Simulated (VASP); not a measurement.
# KCdF3 (Pm-3m) in VASP: single point with LDA

Aim: the single point of KCdF3 with LDA.

All numbers are computed with VASP 6.6.1; they aren't measurements. Logs are shortened: lines on timing, memory, paths and dates and some standing lists are left out, and cuts for length are marked.

## Step 1: The crystal as given

The structure is cubic, space group Pm-3m (No. 221). Conventional cell: a = 4.382 Å, b = 4.382 Å, c = 4.382 Å, α = 90.00°, β = 90.00°, γ = 90.00°. K (site symmetry m-3m) has 12 F at 3.10 Å as nearest neighbours. Cd (site symmetry m-3m) has 6 F at 2.19 Å as nearest neighbours. F (site symmetry 4/mmm) is surrounded by 2 Cd at 2.19 Å.

The cell comes from a database or a generator and needn't be the stable form of this composition.

## Step 2: Single point, LDA

The input, INCAR:

```
SYSTEM = KCdF3
PREC = Accurate ; ENCUT = 520
EDIFF = 1E-7 ; ISMEAR = 0
SIGMA = 0.1 ; LREAL = .FALSE.
LASPH = .TRUE. ; NELM = 100
ALGO = Normal ; ISIF = 2
LWAVE = .FALSE. ; LCHARG = .FALSE.
NBANDS = 29
```

The input, KPOINTS:

```
Automatic mesh
0
G
  4 4 4
  0 0 0
```

The input, POSCAR:

```
KCdF3
1.0
    4.3820890200      0.0000000000      0.0000000000
    0.0000000000      4.3820890200      0.0000000000
    0.0000000000      0.0000000000      4.3820890200
K Cd F
1 1 3
Direct
    0.0000000000      0.0000000000      0.0000000000
    0.5000000000      0.5000000000      0.5000000000
    0.0000000000      0.5000000000      0.5000000000
    0.5000000000      0.0000000000      0.5000000000
    0.5000000000      0.5000000000      0.0000000000
```

Potentials or basis: VASP PAW LDA potentials, release 64 (K_sv, Cd, F).

Command:

```console
$ cat potpaw_LDA.64/K_sv/POTCAR potpaw_LDA.64/Cd/POTCAR potpaw_LDA.64/F/POTCAR > POTCAR
$ mpirun -np 1 vasp_std > vasp.out
```

OUTCAR:

```text
SYSTEM = KCdF3
   PREC = Accurate
   ENCUT = 520
   EDIFF = 1E-7
   ISMEAR = 0
   LREAL = .FALSE.
   LASPH = .TRUE.
   NELM = 100
   ISIF = 2

 ion  position               nearest neighbor table
   1  0.000  0.000  0.000-   2 3.80   2 3.80   2 3.80   2 3.80   2 3.80   2 3.80   2 3.80   2 3.80

   2  0.500  0.500  0.500-   3 2.19   4 2.19   5 2.19   5 2.19   4 2.19   3 2.19   1 3.80   1 3.80
                             1 3.80   1 3.80   1 3.80   1 3.80   1 3.80   1 3.80
   3  0.000  0.500  0.500-   2 2.19   2 2.19
   4  0.500  0.000  0.500-   2 2.19   2 2.19
   5  0.500  0.500  0.000-   2 2.19   2 2.19

  LATTYP: Found a simple cubic cell.
 ALAT       =     4.3820890200

  Lattice vectors:

 A1 = (   4.3820890200,   0.0000000000,   0.0000000000)
 A2 = (   0.0000000000,   4.3820890200,   0.0000000000)
 A3 = (   0.0000000000,   0.0000000000,   4.3820890200)

Analysis of symmetry for initial positions (statically):
=====================================================================
 Subroutine PRICEL returns:
 Original cell was already a primitive cell.

 Routine SETGRP: Setting up the symmetry group for a
 simple cubic supercell.

 Subroutine GETGRP returns: Found 48 space group operations
 (whereof 48 operations were pure point group operations)
 out of a pool of 48 trial point group operations.

The static configuration has the point symmetry O_h .

Analysis of symmetry for dynamics (positions and initial velocities):
=====================================================================
 Subroutine PRICEL returns:
 Original cell was already a primitive cell.

 Routine SETGRP: Setting up the symmetry group for a
 simple cubic supercell.

 Subroutine GETGRP returns: Found 48 space group operations
 (whereof 48 operations were pure point group operations)
 out of a pool of 48 trial point group operations.

The dynamic configuration has the point symmetry O_h .

 Subroutine INISYM returns: Found 48 space group operations
 (whereof 48 operations are pure point group operations),
 and found     1 'primitive' translations

----------------------------------------------------------------------------------------

                                     Primitive cell

  volume of cell :      84.1480

  direct lattice vectors                    reciprocal lattice vectors
     4.382089020  0.000000000  0.000000000     0.228201663  0.000000000  0.000000000
     0.000000000  4.382089020  0.000000000     0.000000000  0.228201663  0.000000000
     0.000000000  0.000000000  4.382089020     0.000000000  0.000000000  0.228201663

  length of vectors
     4.382089020  4.382089020  4.382089020     0.228201663  0.228201663  0.228201663

  position of ions in fractional coordinates (direct lattice)
     0.000000000  0.000000000  0.000000000
     0.500000000  0.500000000  0.500000000
     0.000000000  0.500000000  0.500000000
     0.500000000  0.000000000  0.500000000
     0.500000000  0.500000000  0.000000000

  ion indices of the primitive-cell ions
   primitive index   ion index
                 1           1
                 2           2
                 3           3
                 4           4
                 5           5

----------------------------------------------------------------------------------------

 KPOINTS: Automatic mesh

Automatic generation of k-mesh.
 Grid dimensions read from file:
 generate k-points for:    4    4    4

 Generating k-lattice:

  Cartesian coordinates                     Fractional coordinates (reciprocal lattice)
     0.057050416  0.000000000  0.000000000     0.250000000  0.000000000  0.000000000
     0.000000000  0.057050416  0.000000000     0.000000000  0.250000000  0.000000000
     0.000000000  0.000000000  0.057050416     0.000000000  0.000000000  0.250000000

  Length of vectors
     0.057050416  0.057050416  0.057050416

  Shift w.r.t. Gamma in fractional coordinates (k-lattice)
     0.000000000  0.000000000  0.000000000

 Subroutine IBZKPT returns following result:
 ===========================================

 Found     10 irreducible k-points:

 Following reciprocal coordinates:
            Coordinates               Weight
  0.000000  0.000000  0.000000      1.000000
  0.250000  0.000000  0.000000      6.000000
  0.500000  0.000000  0.000000      3.000000
  0.250000  0.250000  0.000000     12.000000
  0.500000  0.250000  0.000000     12.000000
  0.500000  0.500000  0.000000      3.000000
  0.250000  0.250000  0.250000      8.000000
  0.500000  0.250000  0.250000     12.000000
  0.500000  0.500000  0.250000      6.000000
  0.500000  0.500000  0.500000      1.000000
   k-points           NKPTS =     10   k-points in BZ     NKDIM =     10   number of bands    NBANDS=     29
   number of dos      NEDOS =    301   number of ions     NIONS =      5
   total plane-waves  NPLWV =  46656
   dimension x,y,z NGX =    36 NGY =   36 NGZ =   36
   dimension x,y,z NGXF=    72 NGYF=   72 NGZF=   72
   ions per type =               1   1   3
   NGX,Y,Z   is equivalent  to a cutoff of  13.66, 13.66, 13.66 a.u.
   NGXF,Y,Z  is equivalent  to a cutoff of  27.32, 27.32, 27.32 a.u.
 SYSTEM =  KCdF3
   PREC   = accura    normal or accurate (medium, high low for compatibility)
   ISTART =      0    job   : 0-new  1-cont  2-samecut
   ICHARG =      2    charge: 1-file 2-atom 10-const
   ISPIN  =      1    spin polarized calculation?
   LNONCOLLINEAR =      F non collinear calculations
   LSORBIT =      F    spin-orbit coupling
   LASPH  =      T    aspherical Exc in radial PAW
   ENCUT  =  520.0 eV  38.22 Ry    6.18 a.u.   8.15  8.15  8.15*2*pi/ulx,y,z
   NELM   =    100;   NELMIN=  2; NELMDL= -5     # of ELM steps
   EDIFF  = 0.1E-06   stopping-criterion for ELM
   LREAL  =      F    real-space projection
   EDIFFG = 0.1E-05   stopping-criterion for IOM
   NSW    =      0    number of steps for IOM
   IBRION =     -1    ionic relax: 0-MD 1-quasi-New 2-CG
   NFREE  =      0    steps in history (QN), initial steepest desc. (CG)
   ISIF   =      2    stress and relaxation
   ISYM   =      2    0-nonsym 1-usesym 2-fastsym
   POTIM  = 0.5000    time-step for ionic-motion
   TEBEG  =    0.0;   TEEND  =   0.0 temperature during run
   PSTRESS=    0.0 pullay stress
   NELECT =      42.0000    total number of electrons
   NUPDOWN=      -1.0000    fix difference up-down
   EMIN   =  10.00;   EMAX   =-10.00  energy-range for DOS
   EFERMI =   0.00;   METHOD = LEGACY
   ISMEAR =     0;   SIGMA  =   0.10  broadening in eV -4-tet -1-fermi 0-gaus
   EFERMI_NEDOS =   21; number of points for ismear=-14 and -15
   IALGO  =     38    algorithm
   IMIX   =      4    mixing-type and parameters
     AMIX     =   0.40;   BMIX     =  1.00
     AMIX_MAG =   1.60;   BMIX_MAG =  1.00
  volume/ion in A,a.u.               =      16.83       113.57
  Fermi-wavevector in a.u.,A,eV,Ry     =   1.298604  2.454006 22.944488  1.686372
  Thomas-Fermi vector in A             =   2.429922
   LORBIT       =      0    0 simple, 1 ext, 2 COOP (PROOUT), +10 PAW based schemes
   GGA     = CA    functional components
   LHFCALC =     F    Hartree Fock is set to
   AEXX    =    0.0000 exact exchange contribution
   IVDW    =     0    specifies the selected vdW correction
   LEPSILON=     F    determine dielectric tensor
   LRPA    =     F    only Hartree local field effects (RPA)
 non-spin polarized calculation
 Gauss-broadening in eV      SIGMA  =   0.10
  energy-cutoff  :      520.00
  volume of cell :       84.15
 maximum number of plane-waves:      2301
 NGX is ok and might be reduce to    36
   NGX = 17   NGY = 17   NGZ = 17

 number of electron      41.9999948 magnetization

 Free energy of the ion-electron system (eV)
  ---------------------------------------------------
  ext. energy  EPLUGINS =         0.00000000
  ---------------------------------------------------
  free energy    TOTEN  =       -21.65596381 eV

  energy without entropy =      -21.65596381  energy(sigma->0) =      -21.65596381

 E-fermi :  -1.3309     XC(G=0):  -9.7061

 val. band max:       -1.8242647067   @ k =   0.5000   0.5000   0.5000
 cond. band min:       0.9748963414   @ k =   0.0000   0.0000   0.0000
 fundamental gap:      2.7991610481
 Fermi energy:        -1.3309189678

 k-point     1 :       0.0000    0.0000    0.0000
  band No.  band energies     occupation
      1     -29.0228      2.00000
      2     -22.4351      2.00000
      3     -22.1111      2.00000
      4     -22.1111      2.00000
      5     -12.7231      2.00000
      6     -12.7231      2.00000
[... 21 lines left out ...]
     28       8.3594      0.00000
     29      10.0491      0.00000

 k-point     2 :       0.2500    0.0000    0.0000
  band No.  band energies     occupation
      1     -29.0197      2.00000
      2     -22.3889      2.00000
      3     -22.1175      2.00000
      4     -22.1089      2.00000
      5     -12.7329      2.00000
      6     -12.7155      2.00000
[... 21 lines left out ...]
     28       8.4402      0.00000
     29      10.0901      0.00000

 k-point     3 :       0.5000    0.0000    0.0000
  band No.  band energies     occupation
      1     -29.0166      2.00000
      2     -22.3411      2.00000
      3     -22.1252      2.00000
      4     -22.1070      2.00000
      5     -12.7425      2.00000
      6     -12.7079      2.00000
[... 21 lines left out ...]
     28       8.8267      0.00000
     29       9.4521      0.00000

 k-point     4 :       0.2500    0.2500    0.0000
  band No.  band energies     occupation
      1     -29.0169      2.00000
      2     -22.3389      2.00000
      3     -22.1196      2.00000
      4     -22.1122      2.00000
      5     -12.7445      2.00000
      6     -12.7256      2.00000
[... 149 lines left out ...]
     28       8.7038      0.00000
     29       9.3890      0.00000

 k-point     9 :       0.5000    0.5000    0.2500
  band No.  band energies     occupation
      1     -29.0096      2.00000
      2     -22.1711      2.00000
      3     -22.1252      2.00000
      4     -22.1252      2.00000
      5     -12.7833      2.00000
      6     -12.7833      2.00000
[... 21 lines left out ...]
     28       8.8741      0.00000
     29       8.9335      0.00000

 k-point    10 :       0.5000    0.5000    0.5000
  band No.  band energies     occupation
      1     -29.0076      2.00000
      2     -22.1217      2.00000
      3     -22.1217      2.00000
      4     -22.1217      2.00000
      5     -12.8003      2.00000
      6     -12.8003      2.00000
[... 21 lines left out ...]
     28       9.2621      0.00000
     29       9.2621      0.00000

------------------------ aborting loop because EDIFF is reached ----------------------------------------

  FORCE on cell =-STRESS in cart. coord.  units (eV):
  Direction    XX          YY          ZZ          XY          YZ          ZX
  --------------------------------------------------------------------------------------
  -------------------------------------------------------------------------------------
  Total       -1.5084058     -1.5084058     -1.5084058      0.0000000      0.0000000     -0.0000000
  in kB      -28.7200494    -28.7200494    -28.7200494      0.0000000      0.0000000     -0.0000000
  external PRESSURE =     -28.7200494 kB  Pullay stress =       0.0000000 kB

 VOLUME and BASIS-vectors are now :
 -----------------------------------------------------------------------------
  energy-cutoff  :      520.00
  volume of cell :       84.15
      direct lattice vectors                 reciprocal lattice vectors
     4.382089020  0.000000000  0.000000000     0.228201663  0.000000000  0.000000000
     0.000000000  4.382089020  0.000000000     0.000000000  0.228201663  0.000000000
     0.000000000  0.000000000  4.382089020     0.000000000  0.000000000  0.228201663

 POSITION                                       TOTAL-FORCE (eV/Angst)
 -----------------------------------------------------------------------------------
      0.00000      0.00000      0.00000         0.000000      0.000000      0.000000
      2.19104      2.19104      2.19104         0.000000      0.000000      0.000000
      0.00000      2.19104      2.19104         0.000000      0.000000      0.000000
      2.19104      0.00000      2.19104         0.000000      0.000000      0.000000
      2.19104      2.19104      0.00000         0.000000      0.000000      0.000000
 -----------------------------------------------------------------------------------
    total drift:                                0.000000      0.000000      0.000000

  FREE ENERGIE OF THE ION-ELECTRON SYSTEM (eV)
  ---------------------------------------------------
  free  energy   TOTEN  =       -21.6559638136 eV

  energy  without entropy=      -21.6559638136  energy(sigma->0) =      -21.65596381
```

Run time: 22 s. Hardware: 1 thread of Intel Xeon Platinum 8488C (Sapphire Rapids), shared host; peak memory 0.18 GiB.

What came out:

| Quantity | Value |
| --- | --- |
| Free energy | -21.6560 eV |
| Pressure | -2.9 GPa |
| Band gap on the k mesh | 2.80 eV, indirect (least direct gap 4.59 eV) |

A k mesh can miss the band edges. A hybrid or GW would open this gap; LDA tends to underestimate it.
